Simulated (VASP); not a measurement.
Given:

```yaml
crystal:
  lattice:
    - [0.00000, 2.97347, 2.97347]
    - [2.97347, 0.00000, 2.97347]
    - [2.97347, 2.97347, 0.00000]
  atoms:
    - { symbol: Ca, position: [0.00000, 0.00000, 0.00000] }
    - { symbol: Se, position: [0.50000, 0.50000, 0.50000] }
```

Calculation: MS2 meta-GGA, VASP's PBE PAW potentials (set 64) (plane waves; VASP). Numerical set-up: 520 eV cut-off, 9×9×9 Γ-centred mesh, tetrahedra with Blöchl corrections, potentials Ca_sv Se.

Task: Give the energies of bands 6 to 11 at the high-symmetry points, in eV from the valence-band maximum.

Result: 
```
band     Γ      X      U      L      W
----  ----  -----  -----  -----  -----
6     0.00  -2.48  -2.21  -3.19  -1.93
7     0.00  -0.92  -1.97  -1.11  -1.93
8     0.00  -0.92  -1.06  -1.11  -1.60
9     4.05   2.54   3.80   4.99   4.96
10    4.32   5.73   6.38   6.13   4.96
11    4.32   5.78   6.42   6.21   5.95
```

The gap is indirect, 2.54 eV, from the valence maximum at Γ to the conduction minimum at X.

Measured: gap 3.85 eV (computed value off by -1.31 eV), as given by Abedi et al., (2022), arXiv:2211.14644.

The compound is CaSe in the rock salt structure. It was relaxed first.
